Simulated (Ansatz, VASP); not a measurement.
## Cross-check of Si91C5 (amorphous film on crystalline Si with 5 % C on Si sites, (110)) between VASP and Ansatz

One calculation is typed for both programs; each brings its own data sets. How far apart do they land? The cell is taken from a series of runs on this material, whose earlier steps may have relaxed, scaled, displaced or heated it; both programs get it as it stands.

Main program and level: Ansatz 0.2.0; plane waves, with VASP 6.6.1 beside it; single point at PBE.

## (1) The starting structure

The cell holds 192 atoms: 182 Si and 10 C. Its edges and angles: a = 10.864 Å, b = 15.364 Å, c = 35.661 Å, α = 90.0°, β = 90.0°, γ = 90.0°. It derives from Si (diamond Si). As first built, before any earlier steps moved the atoms (in the runner's words): A 2 x 2 x 3 block of diamond Si (a = 5.432 A), 5 % of Si replaced at random by C with its (110) planes normal to z; the lower 33 % held fixed, the rest melted at 3500 K for 10 ps and cooled to 500 K at 100 K/ps with the Tersoff potential (Tersoff, Phys. Rev. B 39, 5566 (1989)); then all atoms free for 10 ps at 500 K, under. . Vacuum lies along c.

## (2) Ansatz: single point, PBE

Ansatz runs on its default PAW (the set named soft_2) files.

With cell and atoms fixed, the geometry can't cause a difference; cores, projectors, grids and the points listed under the comparison can.

The input, input.yaml:

```yaml
crystal:
  lattice:
    - [10.864, 0.0, 0.0]
    - [0.0, 15.36402, 0.0]
    - [0.0, 0.0, 35.66062]
  atoms:
    - { symbol: Si, position: [0.9996, 0.82211, 0.97091] }
    - { symbol: Si, position: [0.16981, 0.82427, 0.01111] }
    - { symbol: Si, position: [0.27708, 0.18942, 0.01232] }
    - { symbol: Si, position: [0.41417, 0.1788, 0.06525] }
    - { symbol: Si, position: [0.28144, 0.95596, 0.01053] }
    - { symbol: Si, position: [0.41821, 0.96552, 0.06286] }
    - { symbol: Si, position: [0.03787, 0.82255, 0.06413] }
    - { symbol: Si, position: [0.1646, 0.8194, 0.11867] }
    - { symbol: Si, position: [0.02439, 0.07164, 0.06929] }
    - { symbol: Si, position: [0.14605, 0.06387, 0.12683] }
    - { symbol: Si, position: [0.28222, 0.94954, 0.11466] }
    - { symbol: Si, position: [0.44079, 0.95954, 0.96683] }
    - { symbol: Si, position: [0.27977, 0.18919, 0.1195] }
    - { symbol: Si, position: [0.43153, 0.20027, 0.96847] }
    - { symbol: Si, position: [0.04908, 0.07994, 0.94893] }
    - { symbol: Si, position: [0.13769, 0.07132, 0.01145] }
    - { symbol: Si, position: [0.99116, 0.33232, 0.97072] }
    - { symbol: Si, position: [0.16579, 0.32148, 0.00909] }
    - { symbol: Si, position: [0.29175, 0.69766, 0.00767] }
    - { symbol: Si, position: [0.41172, 0.70025, 0.06329] }
    - { symbol: Si, position: [0.28777, 0.44826, 0.0073] }
    - { symbol: Si, position: [0.39938, 0.4466, 0.06471] }
    - { symbol: Si, position: [0.03877, 0.32329, 0.0629] }
    - { symbol: Si, position: [0.16276, 0.3198, 0.1171] }
    - { symbol: Si, position: [0.03725, 0.57357, 0.06284] }
    - { symbol: Si, position: [0.15845, 0.57411, 0.11719] }
    - { symbol: Si, position: [0.28225, 0.4492, 0.12067] }
    - { symbol: C, position: [0.42194, 0.45012, 0.97459] }
    - { symbol: Si, position: [0.29099, 0.69363, 0.11871] }
    - { symbol: Si, position: [0.38822, 0.68481, 0.94773] }
[... 156 atom lines left out ...]
    - { symbol: Si, position: [0.04779, 0.78435, 0.56194] }
    - { symbol: Si, position: [0.55593, 0.55449, 0.28047] }
    - { symbol: Si, position: [0.15874, 0.50224, 0.51414] }
    - { symbol: Si, position: [0.66968, 0.69842, 0.41518] }
    - { symbol: Si, position: [0.44539, 0.67664, 0.31085] }
    - { symbol: Si, position: [0.44996, 0.20524, 0.56147] }
kpoints:
  mp_grid: { grid: [1, 1, 1] }
hamiltonian:
  xc: pbe
scf:
  occupations: { method: gaussian, width: 0.05 }
output:
  forces: true
  eigenvalues: true
```

Launch:

```
$ ansatz run input.yaml --threads 4 --pin off --max-ram 15872MiB --backend cpu --events-out ev --progress --plain --runs-dir out
```

Numbers of over 12 decimals in the logs are rounded to 6 here.

Output:

```text
Engine: ansatz 0.2.0, x86_64-unknown-linux-gnu
Pseudopotentials: kind: paw
Pseudopotential: Si, paw, valence charge 4, recommended cutoff 420 eV (normal), Si.paw.azcp
Pseudopotential: C, paw, valence charge 4, recommended cutoff 420 eV (normal), C.paw.azcp
Functional definition: PBE
  parameter kappa = 0.804
  parameter beta = 0.066725
  exchange = pbe_x(kappa = kappa, mu = beta*pi^2/3)
  correlation = pbe_c(beta = beta)
Crystal: 192 atoms, lattice volume = 5952.282 Å³
Basis set: ecut = 420 eV, 116373 PW (Γ), exchange–correlation on 150×216×480 points (8 copies of the dense FFT grid, shifted against one another)
Bands: 576, of which v1, the nominal top of the filled ones, is band 384 counted from 1 (383 counted from 0)
Symmetry: 1 space group operations
Space group: P1 (ITA 1), of the structure as read, at distance tolerance 1.8e-4 Å
k-points: 1
Non-local potential: Si, projectors of the file, l = 0: 2, l = 1: 2, l = 2: 2
Non-local potential: C, projectors of the file, l = 0: 2, l = 1: 2, l = 2: 1
PAW form: soft (Blöchl's): semilocal exchange-correlation on the pseudo side does not see the compensation charge
PAW one-centre angular grid: Si, 110 points (default); XC on 64 Gauss nodes
PAW one-centre angular grid: C, 110 points (default); XC on 64 Gauss nodes
Initial density: superposition of atomic densities (neutral atoms: chi_scale 0, normalization atom), corrected by the library's trained network
Initial wavefunctions: pseudopotential atomic-orbital guess
Functional: x = pbe(κ = 0.804, μ = 0.219515), c = pbe(β = 0.066725)
SCF iter   1: F=—  HF=-118151.141288 eV  |F-HF|=—  |Δ(HF+E_count)|=         —  Δρ=3.39e-3  dr2=2.59e0  ethr=1.77e-3  ⟨swp⟩=8.0  Hψ=3332  notcnv=0  defer=117
preconditioner: auto → LDOS  [insulator: Δε(μ)=0.152 eV  Ē_g=7.553 eV  σ=0.050 eV  W_gap=0.97  n_scr=728 (ndim 8)  ℏωp=13.3 eV  f_vac=0.311  D(μ)=4.80/eV (n_scr^D=4)  ε∞_Penn≈4.1  β→1.0]
SCF iter   2: F=—  HF=-118151.215371 eV  |F-HF|=—  |Δ(HF+E_count)|=   7.41e-2  Δρ=2.44e-3  dr2=3.21e0  ethr=3.37e-4  ⟨swp⟩=3.0  Hψ=897  notcnv=0  defer=177
SCF iter   3: F=—  HF=-118150.821449 eV  |F-HF|=—  |Δ(HF+E_count)|=   3.94e-1  Δρ=5.91e-4  dr2=2.27e-1  ethr=3.37e-4  ⟨swp⟩=4.0  Hψ=652  notcnv=0  defer=177
SCF iter   4: F=—  HF=-118150.806306 eV  |F-HF|=—  |Δ(HF+E_count)|=   1.51e-2  Δρ=2.03e-4  dr2=2.50e-2  ethr=2.96e-5  ⟨swp⟩=2.0  Hψ=782  notcnv=0  defer=46
automatic band count: iteration 4 solves 445 bands in place of 576: the levels show a gap, and the empty bands left out lie too high to hold charge; the band table lists the bands solved (type scf.n_extra_bands for more)
SCF iter   5: F=—  HF=-118150.805597 eV  |F-HF|=—  |Δ(HF+E_count)|=   7.09e-4  Δρ=1.06e-4  dr2=8.63e-3  ethr=3.26e-6  ⟨swp⟩=2.0  Hψ=783  notcnv=0  defer=46
SCF iter   6: F=—  HF=-118150.804945 eV  |F-HF|=—  |Δ(HF+E_count)|=   6.52e-4  Δρ=3.25e-5  dr2=3.92e-4  ethr=1.12e-6  ⟨swp⟩=2.0  Hψ=558  notcnv=0  defer=46
SCF iter   7: F=—  HF=-118150.804967 eV  |F-HF|=—  |Δ(HF+E_count)|=   2.20e-5  Δρ=1.36e-5  dr2=6.45e-5  ethr=5.10e-8  ⟨swp⟩=2.0  Hψ=847  notcnv=0  defer=46
SCF iter   8: F=—  HF=-118150.805708 eV  |F-HF|=—  |Δ(HF+E_count)|=   7.41e-4  Δρ=6.34e-6  dr2=5.82e-6  ethr=8.40e-9  ⟨swp⟩=3.0  Hψ=734  notcnv=0  defer=46
SCF iter   9: F=—  HF=-118150.805709 eV  |F-HF|=—  |Δ(HF+E_count)|=   6.72e-7  Δρ=2.67e-6  dr2=9.69e-7  ethr=7.57e-10  ⟨swp⟩=3.0  Hψ=785  notcnv=0  defer=46
SCF iter  10: F=—  HF=-118150.805709 eV  |F-HF|=—  |Δ(HF+E_count)|=   2.93e-7  Δρ=1.29e-6  dr2=2.35e-7  ethr=1.26e-10  ⟨swp⟩=2.0  Hψ=628  notcnv=0  defer=46
SCF iter  11: F=-118150.805709 eV  HF=-118150.805709 eV  |F-HF|=3.19e-8  |Δ(HF+E_count)|=   1.32e-7  Δρ=5.81e-7  dr2=3.60e-8  ethr=1.30e-11  ⟨swp⟩=16.0  Hψ=2205  notcnv=0
SCF 1 converged in 11 iterations: F = -118150.805709 eV  dr2 = 3.60e-8
  greatest PAW one-centre occupation: 0.697 electrons in one spin orbital (limit 2), on the Si atom at site 14 (counted from 0), in its partial waves of l = 0
SCF converged after 11 iterations
Free energy (F): -118150.805709 eV
Harris-Foulkes:  -118150.805709 eV  (|F-HF|=3.19e-8)
Internal energy: -118150.781743 eV  (E = F + TS)
E sigma→0 (E₀):  -118150.793726 eV
Entropy (-TS):   -0.023966 eV (-0.125 meV/atom)
Fermi energy:    2.296199 eV
--- Per-component energies (eV) ---
  E_band       = -2193.103609
  E_kinetic    = 8066.661509
  E_local      = -250057.615562  (includes V_loc(G=0)·N_el)
  E_nonlocal   = 4951.709212
  E_hartree    = 122160.054014
  E_xc         = -10445.686547
  E_vxc        = -8994.319626  (∫ρ·V_xc dr)
  E_paw        = -94278.904662  (= ΣΔE_a)
  E_vpaw       = -479.646257  (= ΣTr[D̂ρ^β])
  E_aug_tail   = 0.001228  (compensation charges beyond the density's cutoff)
  E_ewald      = 101452.999064
  E_smearing   = -0.023966  (= −TS)
  E_closure    = -0.000000  (closes the sum)
  Σ components = -118150.805709   (vs F -118150.805709, Δ=0.00e0)
--- Forces (eV/Å), atoms counted from 1 ---
[...]
atom 107  Si    -0.00314246     0.02212820    -0.00237477
  atom 108  Si     0.16674098    -0.04020546    -0.23087375
  atom 109  Si     0.00345745     0.00284463    -0.01693542
  atom 110  Si    -0.27168127    -0.05256824    -1.03378015
  atom 111  Si     0.36430958    -0.04626594    -1.61442117
  atom 112  Si    -0.40961554     0.16032612    -0.70059811
  atom 113  Si     0.03299844     0.00347509    -0.08324128
  atom 114  Si    -0.01959771     0.00521605    -0.01587726
  atom 115  Si    -0.00560294     0.00834387     0.00050100
  atom 116  Si    -0.01302694    -0.00125333    -0.00147601
  atom 117  Si    -0.01489274    -0.04473987     0.00937276
  atom 118  Si     0.00923117    -0.00377546     0.00140926
  atom 119  Si     0.00507573    -0.03296353     0.02385740
  atom 120  Si     0.01262210    -0.00274140     0.00117153
  atom 121  Si     0.00081932    -0.01738036     0.00123144
  atom 122  Si    -0.00674866     0.00164440     0.00490175
  atom 123  Si     0.00549067    -0.00380302    -0.00109520
  atom 124  Si     0.09220151    -0.04337843    -0.05673450
  atom 125  Si     0.00538698    -0.02523331    -0.00585239
  atom 126  Si     0.00375740     0.00260422    -0.07035128
  atom 127  Si     0.00866807    -0.00865175    -0.00411299
  atom 128  Si    -0.00460501     0.00144583    -0.00607545
  atom 129  Si    -0.18947588     0.05999603    -0.10670485
  atom 130  Si     0.02402472     0.00041347    -0.01546764
[...]
atom 185  Si     0.00077117     0.00383575    -0.00400618
  atom 186  Si    -0.00691078     0.00756881    -0.01125300
  atom 187  Si    -0.00574978     0.00092418     0.01366813
  atom 188  Si     0.02479386    -0.04300116    -0.10147151
  atom 189  Si     0.00035479    -0.01138115     0.00117268
  atom 190  Si    -0.03699135     0.02232338     0.00234528
  atom 191  Si     0.05940398     0.07049071     0.01933964
  atom 192  Si     0.00341434    -0.00336751    -0.00763611
  max |Σ_I F_I| component: 3.50e-5 eV/Å
--- Band table (eV) ---
  k-point 0: bands = [... 380 lower, 2.0602, 2.0984, 2.2259, 2.2422, 2.3444, 2.4141, 2.4539, 2.4705, ... 57 higher]
```

## (3) VASP: single point, PBE

The same cell, functional, mesh and smearing now go to VASP, with its own data sets.

Lines of VASP's logs that name or quote its potential files are left out, and so is its time.

The input, INCAR:

```
SYSTEM = Si91C5
PREC = Accurate
ENCUT = 520
EDIFF = 1E-06
NELM = 120
ISMEAR = 0
SIGMA = 0.05
LREAL = Auto
ALGO = Normal
GGA = PE
NBANDS = 518
LORBIT = 11
LWAVE = .FALSE.
LCHARG = .FALSE.
ISIF = 2
LASPH = .TRUE.
GGA_COMPAT = .FALSE.
EFERMI = MIDGAP
```

The input, POSCAR:

```
Si91C5
1.0
   10.8640000000      0.0000000000      0.0000000000
    0.0000000000     15.3640200000      0.0000000000
    0.0000000000      0.0000000000     35.6606200000
Si C
182 10
Direct
    0.9996000000      0.8221100000      0.9709100000
    0.1698100000      0.8242700000      0.0111100000
    0.2770800000      0.1894200000      0.0123200000
    0.4141700000      0.1788000000      0.0652500000
    0.2814400000      0.9559600000      0.0105300000
    0.4182100000      0.9655200000      0.0628600000
    0.0378700000      0.8225500000      0.0641300000
    0.1646000000      0.8194000000      0.1186700000
    0.0243900000      0.0716400000      0.0692900000
    0.1460500000      0.0638700000      0.1268300000
    0.2822200000      0.9495400000      0.1146600000
    0.4407900000      0.9595400000      0.9668300000
    0.2797700000      0.1891900000      0.1195000000
    0.4315300000      0.2002700000      0.9684700000
    0.0490800000      0.0799400000      0.9489300000
    0.1376900000      0.0713200000      0.0114500000
    0.9911600000      0.3323200000      0.9707200000
    0.1657900000      0.3214800000      0.0090900000
    0.2917500000      0.6976600000      0.0076700000
    0.4117200000      0.7002500000      0.0632900000
    0.2877700000      0.4482600000      0.0073000000
    0.3993800000      0.4466000000      0.0647100000
    0.0387700000      0.3232900000      0.0629000000
    0.1627600000      0.3198000000      0.1171000000
    0.0372500000      0.5735700000      0.0628400000
    0.1584500000      0.5741100000      0.1171900000
    0.2822500000      0.4492000000      0.1206700000
    0.2909900000      0.6936300000      0.1187100000
    0.3882200000      0.6848100000      0.9477300000
    0.9906400000      0.5789000000      0.9675600000
[... 156 atom lines left out ...]
    0.3014000000      0.2004000000      0.2358200000
    0.0787600000      0.0271200000      0.1992000000
    0.1604100000      0.1825600000      0.4648700000
    0.6692600000      0.5759300000      0.2397800000
    0.6740200000      0.2583100000      0.3360200000
    0.5205100000      0.3844600000      0.4314200000
```

The input, KPOINTS:

```
Automatic mesh
0
Gamma
1 1 1
0 0 0
```

The projector-augmented-wave data sets are Si and C (PBE family, release 64).

Launch:

```
$ export OMP_NUM_THREADS=3
$ mpirun -np 1 vasp_gam
```

Output:

```text
[banner, memory and clock lines left out]
running    1 mpi-ranks, on    1 nodes
[...]
Offloading initialized ...    1 GPUs detected
[...]
LDA part: xc-table for (Slater+PW92), standard interpolation
 POSCAR, INCAR and KPOINTS ok, starting setup
[...]
entering main loop
       N       E                     dE             d eps       ncg     rms          rms(c)
DAV:   1     0.424392488172E+04    0.42439E+04   -0.31737E+05  1036   0.124E+03
DAV:   2    -0.531352736934E+03   -0.47753E+04   -0.45366E+04  1258   0.222E+02
DAV:   3    -0.101858645216E+04   -0.48723E+03   -0.47197E+03  1472   0.627E+01
DAV:   4    -0.104405823056E+04   -0.25472E+02   -0.25224E+02  1464   0.160E+01
[...]
DAV:  37    -0.100344963907E+04   -0.25032E-05   -0.83710E-08   696   0.268E-04    0.717E-04
DAV:  38    -0.100344964073E+04   -0.16570E-05   -0.76557E-08   688   0.303E-04    0.264E-04
DAV:  39    -0.100344964156E+04   -0.82671E-06   -0.53567E-08   664   0.216E-04
   1 F= -.10034496E+04 E0= -.10034376E+04  d E =-.240010E-01
```

Parts of OUTCAR (step 3):

```text
  FREE ENERGIE OF THE ION-ELECTRON SYSTEM (eV)
  ---------------------------------------------------
  free  energy   TOTEN  =     -1003.4496415553 eV

  energy  without entropy=    -1003.4256405293  energy(sigma->0) =    -1003.43764104
```

## (4) Side by side

Known differences besides the potentials themselves: the cutoff is 420 eV in Ansatz and 520 eV in VASP (PREC = Accurate, projectors in real space). Total energies have different zeros and are not compared.

Both answers:

```tsv
quantity	Ansatz	VASP	difference
gap on the k mesh (eV)	0.102	0.102	0.000
```

Forces on 10 of the 192 atoms, those with the largest forces and the largest differences (eV/Å; atoms numbered as in POSCAR):

```tsv
atom	Ansatz x, y, z	VASP x, y, z
Si11	0.270, -0.125, 1.774	0.265, -0.126, 1.774
Si15	0.001, 0.025, 0.047	-0.007, 0.025, 0.057
Si24	-0.283, -0.051, 1.447	-0.280, -0.050, 1.445
Si26	-0.308, -0.032, 1.581	-0.303, -0.032, 1.578
Si56	-0.197, -0.027, 1.483	-0.193, -0.029, 1.478
Si59	0.362, 0.051, 1.482	0.359, 0.050, 1.481
Si74	0.326, -0.096, -0.599	0.315, -0.083, -0.596
Si104	0.364, -0.046, -1.614	0.361, -0.048, -1.610
Si136	-0.418, -0.051, -1.532	-0.415, -0.053, -1.534
C186	0.065, 0.010, -0.062	0.063, 0.011, -0.075
```

The forces differ by 3.8 meV/Å r.m.s., which is 1.2 % of the r.m.s. force of 0.316 eV/Å (both taken over all components). A gap on the mesh is an upper bound, since the band edges may lie between its points. With vacuum in the cell, a pressure given here is an average over mostly empty space and none of the material.

## (5) Summary of results

- r.m.s. force difference (single point, PBE): 1.2 % of the r.m.s. force

The r.m.s. force difference is 1.2 % of the r.m.s. force (single point, PBE), within the 3 % picked in this series as the mark of a large difference. Such differences can come from data sets, numerical settings and the points named under the comparisons, not from the functional's error against experiment.

[Lines on the potential files, build, host, timing and source positions are cut from VASP's logs without a mark.]

[Logs are printed without paths, hosts, clocks, repeated set-up lines and the standing remarks that a program may print on its own settings, such as how far it seeks lower states.]

[Hosts, paths, dates, database ids (printed as entryN), source tags and the programs' standing remarks are cut or masked in the printed files.]
